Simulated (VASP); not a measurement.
# The low-index faces of Ag, part 2 of 4

How do surface energy, work function and relaxation of Ag depend on the face?

VASP 6.6.1; PBEsol; plane waves and PAW (Ag).

So far. Step 3 (The bulk reference, job self-consistent run, k-mesh …): The run ends at a pressure of -0.44 GPa.

## 4. Surface relaxation, 7 atoms, face Ag(111)

System of this step: Ag(111). The cell holds 7 atoms: 7 Ag. Cell: a = 2.865 Å, b = 2.865 Å, c = 29.034 Å, α = 90.0°, β = 90.0°, γ = 60.0°. It derives from Ag. 7 layers of fcc Ag, cut at this functional's lattice. Vacuum lies along c.

All atoms relax at the fixed cell.

The input, INCAR:

```
SYSTEM = Ag
PREC = Normal
ENCUT = 320
EDIFF = 1E-05
NELM = 120
ISMEAR = 1
SIGMA = 0.15
LREAL = .FALSE.
ALGO = Fast
GGA = PS
NBANDS = 47
LASPH = .TRUE.
LORBIT = 11
LWAVE = .FALSE.
LCHARG = .FALSE.
KPAR = 4
IBRION = 2
NSW = 40
ISIF = 2
EDIFFG = -0.03
POTIM = 0.4
MAXMIX = 40
```

The input, POSCAR:

```
Ag
1.0
    2.8645991253      0.0000000000      0.0000000000
    1.4322995627      2.4808156142      0.0000000000
    0.0000000000      0.0000000000     29.0336123493
Ag
7
Direct
    0.0000000000      0.0000000000      0.2583212800
    0.3333333300      0.3333333300      0.3388808600
    0.6666666700      0.6666666700      0.4194404300
    0.0000000000      0.0000000000      0.5000000000
    0.3333333300      0.3333333300      0.5805595700
    0.6666666700      0.6666666700      0.6611191400
    0.0000000000      0.0000000000      0.7416787200
```

The input, KPOINTS:

```
Automatic mesh
0
Gamma
12 12 1
0 0 0
```

Potentials, in the order of the species: Ag (PBE family, release 64).

Command:

```sh
$ mpirun -np 4 vasp_std
```

The log of the run:

```text
[banner, memory and clock lines left out]
running    4 mpi-ranks, on    1 nodes
 distrk:  each k-point on    1 cores,    4 groups
 distr:  one band on    1 cores,    1 groups

 POSCAR found type information on POSCAR Ag
 POSCAR found :  1 types and       7 ions
 [... a notice as in an earlier step ...]

 LDA part: xc-table for (Slater+PW92), standard interpolation
 POSCAR, INCAR and KPOINTS ok, starting setup
 FFT: planning ... GRIDC
 FFT: planning ... GRID_SOFT
 FFT: planning ... GRID
 WAVECAR not read
 entering main loop
       N       E                     dE             d eps       ncg     rms          rms(c)
DAV:   1     0.391645123619E+03    0.39165E+03   -0.29528E+04  1818   0.102E+03
DAV:   2    -0.140359810749E+02   -0.40568E+03   -0.38591E+03  2002   0.273E+02
DAV:   3    -0.244817590509E+02   -0.10446E+02   -0.10336E+02  1976   0.470E+01
DAV:   4    -0.245997124827E+02   -0.11795E+00   -0.11792E+00  2082   0.494E+00
DAV:   5    -0.246019927912E+02   -0.22803E-02   -0.22802E-02  2019   0.669E-01    0.147E+01
RMM:   6    -0.223858109385E+02    0.22162E+01   -0.77358E+00  1787   0.150E+01    0.881E+00
RMM:   7    -0.223384677024E+02    0.47343E-01   -0.43457E-01  1799   0.260E+00    0.486E+00
RMM:   8    -0.225488573191E+02   -0.21039E+00   -0.22682E-01  1798   0.196E+00    0.215E+00
RMM:   9    -0.223103196785E+02    0.23854E+00   -0.12158E-01  1798   0.134E+00    0.334E-01
RMM:  10    -0.223051293212E+02    0.51904E-02   -0.49930E-03  1810   0.316E-01    0.873E-02
RMM:  11    -0.223051153772E+02    0.13944E-04   -0.57855E-04  1815   0.101E-01    0.604E-02
RMM:  12    -0.223051207396E+02   -0.53624E-05   -0.19721E-04  1775   0.635E-02    0.209E-02
RMM:  13    -0.223051290642E+02   -0.83246E-05   -0.50042E-05  1357   0.305E-02
   1 F= -.22305129E+02 E0= -.22303472E+02  d E =-.223051E+02
 curvature:   0.00 expect dE= 0.000E+00 dE for cont linesearch  0.000E+00
 trial: gam= 0.00000 g(F)=  0.234E-03 g(S)=  0.000E+00 ort = 0.000E+00 (trialstep = 0.100E+01)
 search vector abs. value=  0.234E-03
 bond charge predicted
       N       E                     dE             d eps       ncg     rms          rms(c)
DAV:   1    -0.223053354750E+02   -0.21474E-03   -0.62259E-02  1947   0.103E+00    0.216E-02
RMM:   2    -0.223053658776E+02   -0.30403E-04   -0.27228E-04  1782   0.111E-01    0.112E-02
RMM:   3    -0.223053997344E+02   -0.33857E-04   -0.31360E-05  1141   0.363E-02    0.633E-03
RMM:   4    -0.223054236359E+02   -0.23901E-04   -0.68587E-06  1022   0.133E-02    0.328E-03
RMM:   5    -0.223054434851E+02   -0.19849E-04   -0.37284E-06   991   0.715E-03    0.198E-03
RMM:   6    -0.223054610473E+02   -0.17562E-04   -0.28097E-06   822   0.498E-03    0.108E-03
RMM:   7    -0.223054695821E+02   -0.85348E-05   -0.41829E-07   451   0.341E-03
   2 F= -.22305470E+02 E0= -.22303819E+02  d E =-.340518E-03
 trial-energy change:   -0.000341  1 .order   -0.000197   -0.000234   -0.000160
 step:   3.1799(harm=  3.1799)  dis= 0.00469  next Energy=   -22.305501 (dE=-0.372E-03)
 reached required accuracy - stopping structural energy minimisation
```

The job ended after 22 s (4 MPI ranks of AMD EPYC 9R14 (Zen 4), shared host; peak memory 0.71 GiB).

OUTCAR, selected parts (step 4):

```text
  LATTYP: Found a hexagonal cell.
 ALAT       =     2.8645991254
 C/A-ratio  =    10.1353142547

 Subroutine GETGRP returns: Found 12 space group operations
 (whereof 12 operations were pure point group operations)

The static configuration has the point symmetry D_3d.

 Found     19 irreducible k-points:

   k-points           NKPTS =     19   k-points in BZ     NKDIM =     19   number of bands    NBANDS=     47

   dimension x,y,z NGX =    14 NGY =   14 NGZ =  128
   dimension x,y,z NGXF=    28 NGYF=   28 NGZF=  256

   ENCUT  =  320.0 eV  23.52 Ry    4.85 a.u.   4.18  4.18 42.35*2*pi/ulx,y,z

   NELECT =      77.0000    total number of electrons

 E-fermi :   2.7755

 k-point     1 :       0.0000    0.0000    0.0000
  band No.  band energies     occupation
    ...
     38      -0.2060      2.00000
     39      -0.0793      2.00000
     40      -0.0793      2.00000
     41       0.7888      2.00000
     42       2.3772      2.00112
     43       2.8413      0.33117
     44       6.8960      0.00000
     45       7.3528      0.00000
     46       7.5702      0.00000
     47       8.7541      0.00000

 k-point     2 :       0.0833    0.0000    0.0000
  band No.  band energies     occupation
    ...
     38      -0.1999      2.00000
     39      -0.0703      2.00000
     40       0.1948      2.00000
     41       1.2926      2.00000
     42       2.7322      1.46684
     43       3.2999     -0.00001
     44       7.0260      0.00000
     45       7.5131      0.00000
     46       7.6935      0.00000
     47       8.9187      0.00000

  Total       -1.4581672     -1.4581672     -1.0334132     -0.0000000      0.0000000      0.0000000
  in kB      -11.3229215    -11.3229215     -8.0246329     -0.0000000      0.0000000      0.0000000
  external PRESSURE =     -10.2234920 kB  Pullay stress =       0.0000000 kB

  energy-cutoff  :      320.00
  volume of cell :      206.33
      direct lattice vectors                 reciprocal lattice vectors
     2.864599125  0.000000000  0.000000000     0.349088985 -0.201546619  0.000000000
     1.432299563  2.480815614  0.000000000     0.000000000  0.403093238  0.000000000
     0.000000000  0.000000000 29.033612349     0.000000000  0.000000000  0.034442838

 POSITION                                       TOTAL-FORCE (eV/Angst)
 -----------------------------------------------------------------------------------
      4.29690      2.48082      7.50085        -0.000000      0.000000      0.021008
      1.43230      0.82694      9.84041         0.000000     -0.000000      0.026567
      2.86460      1.65388     12.17660         0.000000      0.000000     -0.018147
      2.86460      0.00000     14.51681        -0.000000      0.000000      0.000000
      1.43230      0.82694     16.85701        -0.000000     -0.000000      0.018147
      2.86460      1.65388     19.19320         0.000000     -0.000000     -0.026567
      0.00000      0.00000     21.53276        -0.000000      0.000000     -0.021008
 -----------------------------------------------------------------------------------
    total drift:                                0.000000      0.000000      0.000000

  FREE ENERGIE OF THE ION-ELECTRON SYSTEM (eV)
  ---------------------------------------------------
  free  energy   TOTEN  =       -22.3054695821 eV

  energy  without entropy=      -22.3005171277  energy(sigma->0) =      -22.30381876

 total charge
# of ion       s       p       d       tot
------------------------------------------
    1        0.434   0.237   9.156   9.826
    2        0.423   0.310   9.149   9.882
    3        0.426   0.321   9.139   9.885
    4        0.424   0.319   9.138   9.881
    5        0.426   0.321   9.139   9.885
    6        0.423   0.310   9.149   9.882
    7        0.434   0.237   9.156   9.826
--------------------------------------------------
tot          2.989   2.055  64.024  69.068

[... 1 part as in an earlier step ...]

[... 7 further parts left out ...]
```

CONTCAR:

```
Ag
   1.00000000000000
     2.8645991252999998    0.0000000000000000    0.0000000000000000
     1.4322995626999999    2.4808156142000000    0.0000000000000000
     0.0000000000000000    0.0000000000000000   29.0336123493000002
  Ag
     7
Direct
     1.0000000000000000    1.0000000000000000    0.2583506192847382
     0.3333333300000021    0.3333333300000021    0.3389316727185184
     0.6666666699999979    0.6666666699999979    0.4193967664316793
     1.0000000000000000    0.0000000000000000    0.5000000000000000
     0.3333333300000021    0.3333333300000021    0.5806032335683207
     0.6666666699999979    0.6666666699999979    0.6610683272814817
     0.0000000000000000    0.0000000000000000    0.7416493807152618
```

The run keeps the 12 symmetry operations of its start, so it cannot find a distortion of lower symmetry.

No atom moved by 0.005 Å in the relaxation.

This step gave:

- electronic cycles: 20
- electrons: 77
- free energy (TOTEN): -22.31 eV
- energy at zero smearing: -22.30 eV
- Fermi energy: 2.776 eV

The run ended after 2 ionic steps, 0.000 eV below its first step, once the forces on the free atoms met EDIFFG = -0.03.

## 5. Potential and states of the slab, 7 atoms, face Ag(111)

A static run writes the electrostatic potential without exchange and correlation (LVHAR), which is flat in the vacuum and gives the level to count from. The dipole correction cancels the field that unlike faces would set up across the vacuum.

The input, INCAR:

```
SYSTEM = Ag
PREC = Normal
ENCUT = 320
EDIFF = 1E-06
NELM = 120
ISMEAR = 1
SIGMA = 0.15
LREAL = .FALSE.
ALGO = Fast
GGA = PS
NBANDS = 47
LASPH = .TRUE.
LORBIT = 11
LWAVE = .FALSE.
LCHARG = .TRUE.
KPAR = 4
IDIPOL = 3
LDIPOL = .TRUE.
DIPOL = 0.5 0.5 0.5
LVHAR = .TRUE.
LVACPOTAV = .TRUE.
NEDOS = 1500
```

The input, POSCAR:

```
Ag
1.0
    2.8645991253      0.0000000000      0.0000000000
    1.4322995627      2.4808156142      0.0000000000
    0.0000000000      0.0000000000     29.0336123493
Ag
7
Direct
    0.0000000000      0.0000000000      0.2583506193
    0.3333333300      0.3333333300      0.3389316727
    0.6666666700      0.6666666700      0.4193967664
    0.0000000000      0.0000000000      0.5000000000
    0.3333333300      0.3333333300      0.5806032336
    0.6666666700      0.6666666700      0.6610683273
    0.0000000000      0.0000000000      0.7416493807
```

KPOINTS is that of step 4.

Command:

```sh
$ mpirun -np 4 vasp_std
```

The log of the run:

```text
[... set-up lines as in an earlier step ...]
 entering main loop
       N       E                     dE             d eps       ncg     rms          rms(c)
DAV:   1     0.391657726204E+03    0.39166E+03   -0.29528E+04  1818   0.102E+03
DAV:   2    -0.140291516084E+02   -0.40569E+03   -0.38592E+03  2002   0.274E+02
DAV:   3    -0.244819935596E+02   -0.10453E+02   -0.10343E+02  1976   0.470E+01
DAV:   4    -0.246000788710E+02   -0.11809E+00   -0.11805E+00  2090   0.494E+00
DAV:   5    -0.246023296205E+02   -0.22507E-02   -0.22507E-02  2011   0.665E-01    0.147E+01
RMM:   6    -0.223860269188E+02    0.22163E+01   -0.77353E+00  1787   0.150E+01    0.881E+00
RMM:   7    -0.223383800287E+02    0.47647E-01   -0.43449E-01  1835   0.260E+00    0.486E+00
RMM:   8    -0.225438308224E+02   -0.20545E+00   -0.22319E-01  2030   0.195E+00    0.214E+00
RMM:   9    -0.223104642722E+02    0.23337E+00   -0.11986E-01  2043   0.133E+00    0.333E-01
RMM:  10    -0.223053259974E+02    0.51383E-02   -0.50324E-03  1956   0.316E-01    0.874E-02
RMM:  11    -0.223053131649E+02    0.12833E-04   -0.58415E-04  1986   0.100E-01    0.603E-02
RMM:  12    -0.223053180840E+02   -0.49191E-05   -0.20086E-04  2000   0.637E-02    0.208E-02
RMM:  13    -0.223053263131E+02   -0.82291E-05   -0.50950E-05  2013   0.305E-02    0.108E-02
RMM:  14    -0.223053631199E+02   -0.36807E-04   -0.17926E-05  1936   0.164E-02    0.706E-03
RMM:  15    -0.223054026600E+02   -0.39540E-04   -0.78040E-06  1639   0.105E-02    0.302E-03
RMM:  16    -0.223054360448E+02   -0.33385E-04   -0.93862E-06  1535   0.773E-03    0.218E-03
RMM:  17    -0.223054501001E+02   -0.14055E-04   -0.10149E-06  1223   0.363E-03    0.976E-04
RMM:  18    -0.223054640615E+02   -0.13961E-04   -0.12530E-06  1258   0.428E-03    0.786E-04
RMM:  19    -0.223054740513E+02   -0.99898E-05   -0.40129E-07  1159   0.263E-03    0.860E-04
RMM:  20    -0.223054811370E+02   -0.70857E-05   -0.14780E-07  1104   0.182E-03    0.353E-04
RMM:  21    -0.223054830958E+02   -0.19589E-05   -0.43959E-08   573   0.106E-03    0.137E-04
RMM:  22    -0.223054837185E+02   -0.62266E-06   -0.31666E-08   490   0.959E-04
 -----------------------------------------------------------------------------
|                                                                             |
|           W    W    AA    RRRRR   N    N  II  N    N   GGGG   !!!           |
|           W    W   A  A   R    R  NN   N  II  NN   N  G    G  !!!           |
|           W    W  A    A  R    R  N N  N  II  N N  N  G       !!!           |
|           W WW W  AAAAAA  RRRRR   N  N N  II  N  N N  G  GGG   !            |
|           WW  WW  A    A  R   R   N   NN  II  N   NN  G    G                |
|           W    W  A    A  R    R  N    N  II  N    N   GGGG   !!!           |
|                                                                             |
|     Did not find any points to average over, which means that no vacuum     |
|     field-free region was found. Please increase the size of  your cell     |
|     in the dimension of the dipole correction to obtain accurate            |
|     workfunction values.                                                    |
|                                                                             |
 -----------------------------------------------------------------------------

   1 F= -.22305484E+02 E0= -.22303833E+02  d E =-.495244E-02
```

Elapsed: 24 s, on 4 MPI ranks; peak memory 0.7 GiB; 87 s of CPU time.

OUTCAR, selected parts (step 5):

```text
   NELECT =      77.0000    total number of electrons

 dipolmoment           0.000000      0.000000      0.000000 electrons x Angstroem

 E-fermi :   2.7767

 k-point     1 :       0.0000    0.0000    0.0000
  band No.  band energies     occupation
    ...
     38      -0.2048      2.00000
     39      -0.0782      2.00000
     40      -0.0782      2.00000
     41       0.7900      2.00000
     42       2.3784      2.00112
     43       2.8425      0.33153
     44       6.9284      0.00000
     45       7.3651      0.00000
     46       7.6306      0.00000
     47       8.8079      0.00000

  Total       -1.4559925     -1.4559925     -1.0312267     -0.0000000     -0.0000000      0.0000000
  in kB      -11.3060343    -11.3060343     -8.0076540     -0.0000000     -0.0000000      0.0000000
  external PRESSURE =     -10.2065742 kB  Pullay stress =       0.0000000 kB

 POSITION                                       TOTAL-FORCE (eV/Angst)
 -----------------------------------------------------------------------------------
      0.00000      0.00000      7.50085        -0.000000     -0.000000      0.022022
      1.43230      0.82694      9.84041        -0.000000     -0.000000      0.027816
      2.86460      1.65388     12.17660         0.000000      0.000000     -0.018997
      0.00000      0.00000     14.51681         0.000000      0.000000     -0.000000
      1.43230      0.82694     16.85701        -0.000000     -0.000000      0.018997
      2.86460      1.65388     19.19320         0.000000     -0.000000     -0.027816
      0.00000      0.00000     21.53276         0.000000      0.000000     -0.022022
 -----------------------------------------------------------------------------------
    total drift:                                0.000000      0.000000      0.000000

  FREE ENERGIE OF THE ION-ELECTRON SYSTEM (eV)
  ---------------------------------------------------
  free  energy   TOTEN  =       -22.3054837185 eV

  energy  without entropy=      -22.3005312825  energy(sigma->0) =      -22.30383291

 vacuum level on the upper side and lower side of the slab         7.442         7.442

[... 8 parts as in an earlier step ...]

[... 9 further parts left out ...]
```

This step gave:

```yaml
electronic_cycles: 22
fermi_energy: 2.777 eV
dipole_moment: 0, 0, 0 e·Å
vacuum_levels: 7.442, 7.442 eV
work_functions_of_the_upper_and_lower_face: 4.665, 4.665 eV
```

The planar average of the electrostatic potential oscillates, so the rows of the table below give means over windows of 2.38 Å about each position, cut where the curve ends. Its maxima inside the range that stand out by 2 % of the span (Å: eV): 8.6: 1.01, 11.0: 1.10, 13.4: 1.09, 15.7: 1.09, 18.0: 1.10, 20.4: 1.01. Its minima: 7.5: -18.2, 9.9: -18.4, 12.1: -18.2, 14.5: -18.3, 16.9: -18.2, 19.2: -18.4, 21.5: -18.2.

Zero at the Fermi level. The planar average of the electrostatic potential by height; means over each step:

| height (Å) | planar average of the electrostatic potential (eV) |
| --- | --- |
| 1.19 | 4.67 |
| 3.57 | 4.67 |
| 5.95 | 1.27 |
| 8.33 | -8.57 |
| 10.71 | -8.64 |
| 13.09 | -8.59 |
| 15.47 | -8.61 |
| 17.85 | -8.65 |
| 20.23 | -8.66 |
| 22.61 | -3.04 |
| 24.99 | 4.65 |
| 27.37 | 4.67 |

Density of states in the PAW spheres, an atom over height of the layer and energy from the Fermi level.

Ten even steps from '0' (0.00 states/eV) to '9' (3.64 states/eV), each cell a mean:
```
0000000
0000000
0000000
0000000
0000000
0000000
0000000
0000000
5676765
9877789
9677769
8576758
9777779
7878787
5565655
5645465
4776774
0333330
0000000
0000000
0000000
0000000
```
Columns: height of the layer (Å) from 7.5 to 21.5; rows upwards: energy from the Fermi level (eV) from -7.9 to 0.5.

Valence density in the ca plane at fractional y = 0.000, with atoms of Ag within 0.2 Å of it. It is the smooth field of the valence electrons, not physical close to the nuclei.

Values in e/Å³, 5 rows by 16 columns, each cell a mean:
```
0.1 0.2 0.2 1.5 3.6 0.3 0.2 0.1 0.2 0.2 1.7 3.5 0.2 0.0 0.0 0.0
0.3 0.5 0.4 0.4 0.6 0.2 0.6 0.3 0.5 0.4 0.4 0.6 0.1 0.0 0.0 0.0
0.3 0.7 0.5 0.2 0.2 0.2 0.9 0.3 0.7 0.5 0.2 0.2 0.1 0.0 0.0 0.0
0.2 0.3 0.3 0.6 1.3 0.2 0.4 0.2 0.3 0.3 0.7 1.2 0.1 0.0 0.0 0.0
0.1 0.2 0.2 2.0 4.7 0.4 0.2 0.1 0.2 0.2 2.2 4.6 0.3 0.0 0.0 0.0
```
Columns run along c (16.0 Å, from fractional 0.36 to 0.91 of the cell), rows up along a (2.9 Å). Atoms in or near the plane, at fractional coordinates: Ag at (0.50, 0.00), Ag at (0.74, 0.00).

The map of layer states is cut here 0.5 eV above the Fermi level, so it leaves out the states above that.

The vacuum level lies 4.67 eV above the Fermi level at the upper face; both faces agree, as the slab has next to no dipole.

The program found no field-free point at its default tolerance, but its printed level agrees with the flat part of the planar average.

On this mesh the fine structure of the density of states is sampling noise, and high empty states may be cut by the number of bands.

(Part 2 of 4 ends here.)

[Lines on the potential files, build, host, timing and source positions are cut from VASP's logs without a mark.]

[Logs are printed without paths, hosts, clocks, repeated set-up lines and the standing remarks that a program may print on its own settings, such as how far it seeks lower states.]

[Hosts, paths, dates, database ids (printed as entryN), source tags and the programs' standing remarks are cut or masked in the printed files.]

[Runs that stopped without an error message from VASP are left out.]
